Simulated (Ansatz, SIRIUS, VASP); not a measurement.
NbCu: 4 runs at one level of theory

```xyz
2
Lattice="0.0000 2.5622 2.5622 2.5622 0.0000 2.5622 2.5622 2.5622 0.0000" Properties=species:S:1:pos:R:3 pbc="T T T"
Nb    0.0000    0.0000    0.0000
Cu    2.5622    2.5622    2.5622
```

The cell comes from a database or a generator and needn't be the stable form of this composition.

Alike in all runs: task equation of state; functional PBE; k mesh 9 × 9 × 9; occupations fermi-dirac, width 0.05 eV; no spin polarisation; no spin-orbit coupling.

```tsv
program and potentials	plane-wave cutoff (eV)	notes	equilibrium volume (Å³/atom)	bulk modulus (GPa)
Ansatz, Ansatz PAW	420	-	16.82	143.8
Ansatz, Ansatz PAW (earlier soft set)	420	-	16.82	143.8
SIRIUS, all-electron FP-LAPW, apw+lo standard	-	-	16.81	144.1
VASP, PBE PAW files Cu, Nb_sv, 520 eV	520	-	16.83	142.6
```

The equilibrium volume spans 16.81 (SIRIUS, all-electron FP-LAPW, apw+lo standard) to 16.83 Å³/atom (VASP, PBE PAW files Cu, Nb_sv, 520 eV), with all-electron results at 16.81. The bulk modulus spans 142.6 (VASP, PBE PAW files Cu, Nb_sv, 520 eV) to 144.1 GPa (SIRIUS, all-electron FP-LAPW, apw+lo standard), with all-electron results at 144.1. For a metal such a mesh isn't converged, which the comparison doesn't need.

Differences between rows come from potentials, basis sets and numerical settings, since the functional is the same but for its coding. Runs on potential files found faulty are left out.
